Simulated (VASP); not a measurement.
Here is the system:

```xyz
4
Lattice="2.0806 -3.6038 0.0000 2.0806 3.6038 0.0000 0.0000 0.0000 6.7599" Properties=species:S:1:pos:R:3 pbc="T T T"
Cd     2.0806    -1.2013     3.3801
Cd     2.0806     1.2013     0.0001
S      2.0806    -1.2013     5.9284
S      2.0806     1.2013     2.5484
```

Method: r2SCAN meta-GGA, VASP's PBE PAW potentials (set 64) (plane waves; VASP). Settings: 480 eV cut-off, 6×6×4 Γ-centred mesh, Gaussian smearing of 0.050 eV, potentials Cd S.

### Question
Estimate the energy per atom (σ→0), band gap (on the k-mesh) with the smallest direct gap where there is one.

### Answer

```json
{
  "band gap (on the k-mesh)": "1.63 eV",
  "smallest direct gap (on the k-mesh)": "1.63 eV",
  "energy per atom (σ→0)": "-14.845 eV/atom"
}
```

The compound is CdS in the wurtzite structure. It was relaxed first.
